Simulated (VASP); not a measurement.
Crystal: Sc3Al5N8.

```
CELL_PARAMETERS angstrom
6.44900 0.00000 0.00000
-3.22450 5.58500 0.00000
0.00000 0.00000 4.94450
ATOMIC_POSITIONS crystal
Sc 0.16667 0.33333 0.00000
Sc 0.66667 0.33333 0.00000
Sc 0.33333 0.16667 0.50000
Al 0.16667 0.83333 0.00000
Al 0.66667 0.83333 0.00000
Al 0.33333 0.66667 0.50000
Al 0.83333 0.16667 0.50000
Al 0.83333 0.66667 0.50000
N 0.16667 0.33333 0.38200
N 0.16667 0.83333 0.38200
N 0.66667 0.33333 0.38200
N 0.66667 0.83333 0.38200
N 0.33333 0.16667 0.88200
N 0.33333 0.66667 0.88200
N 0.83333 0.16667 0.88200
N 0.83333 0.66667 0.88200
```

The cell comes from a database or a generator and needn't be the stable form of this composition.

| Item | Value |
| --- | --- |
| Program | VASP 6.6.1 |
| Task | relaxation of cell and atoms |
| Functional | PBEsol |
| Potentials or basis | VASP PAW PBE potentials, release 64 (Sc_sv, Al, N) |
| Cutoff | 520 eV |
| k mesh | 4 × 4 × 5 |
| Occupations | gaussian, width 0.03 eV |
| Spin | no spin polarisation |

At the start: pressure 15.0 GPa; volume 11.13 Å³/atom.

Q: How do energy, volume and symmetry change on relaxing?

A: Over 25 steps the energy falls by 146.2 meV/atom and the volume is 11.66 Å³/atom (+4.8 %); space group Cm (No. 8, to 0.05 Å).

The path:
```tsv
step	energy change (eV)	largest force (eV/Å)	pressure (GPa)	volume (Å³)
1	0.0000	4.2985	15.02	178.09
2	-1.0946	1.0947	-13.72	206.29
3	-1.9665	0.9631	-4.52	193.71
4	-1.9672	1.0029	-4.22	193.39
5	-2.2663	0.5375	0.12	187.64
6	-2.2670	0.5866	0.37	187.36
7	-2.3050	0.2884	0.09	187.35
8	-2.3062	0.3843	0.04	187.35
9	-2.3240	0.1771	-0.24	187.42
10	-2.3269	0.2355	-0.39	187.47
11	-2.3353	0.0936	0.23	186.67
12	-2.3355	0.1155	0.32	186.56
13	-2.3382	0.0540	-0.17	186.93
14	-2.3382	0.0533	-0.16	186.91
15	-2.3391	0.0423	0.02	186.68
16	-2.3392	0.0585	0.07	186.62
17	-2.3397	0.0273	0.02	186.64
18	-2.3397	0.0285	0.02	186.64
19	-2.3398	0.0146	-0.04	186.69
20	-2.3398	0.0142	-0.04	186.68
21	-2.3399	0.0107	0.03	186.60
22	-2.3399	0.0113	0.04	186.59
23	-2.3399	0.0083	-0.02	186.64
24	-2.3399	0.0075	-0.01	186.63
25	-2.3399	0.0038	-0.01	186.63
```

Final structure:
```yaml
crystal:
  lattice:
    - [6.53137, 0.00000, 0.00000]
    - [-3.26569, 5.76347, -0.01180]
    - [0.00000, -0.01081, 4.95781]
  atoms:
    - { symbol: Sc, position: [0.16569, 0.34093, 0.98382] }
    - { symbol: Sc, position: [0.67524, 0.34093, 0.98382] }
    - { symbol: Sc, position: [0.32639, 0.15279, 0.48482] }
    - { symbol: Al, position: [0.16432, 0.82863, 0.99497] }
    - { symbol: Al, position: [0.66814, 0.83628, 0.99316] }
    - { symbol: Al, position: [0.33489, 0.67033, 0.49517] }
    - { symbol: Al, position: [0.83022, 0.16043, 0.49743] }
    - { symbol: Al, position: [0.83544, 0.67033, 0.49517] }
    - { symbol: N, position: [0.15913, 0.34351, 0.41337] }
    - { symbol: N, position: [0.15259, 0.80517, 0.37558] }
    - { symbol: N, position: [0.68438, 0.34351, 0.41337] }
    - { symbol: N, position: [0.66650, 0.83300, 0.38038] }
    - { symbol: N, position: [0.32356, 0.14712, 0.91310] }
    - { symbol: N, position: [0.34685, 0.69144, 0.87712] }
    - { symbol: N, position: [0.82209, 0.14418, 0.87760] }
    - { symbol: N, position: [0.84459, 0.69144, 0.87712] }
```

Caveat: the PAW data sets were made with another functional, which shifts forces and pressure a little.
